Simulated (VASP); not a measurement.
Input:

```yaml
crystal:
  lattice:
    - [0.00000, 2.75279, 2.75279]
    - [2.75279, 0.00000, 2.75279]
    - [2.75279, 2.75279, 0.00000]
  atoms:
    - { symbol: Al, position: [0.00000, 0.00000, 0.00000] }
    - { symbol: P, position: [0.25000, 0.25000, 0.25000] }
```

Method: PBE GGA, VASP's PBE PAW potentials (set 64) (plane waves; VASP). Settings: 520 eV cut-off, Gaussian smearing of 0.050 eV, potentials Al P.

**Question.** What does the run give for the band gap (along the path) with the smallest direct gap where there is one?

**Answer.** 
- band gap (along the path) = 1.63 eV
- smallest direct gap (along the path) = 3.09 eV

Total energies compare only between runs with the same potentials, cut-off and functional.

The compound is AlP in the zinc blende structure. It was relaxed first.
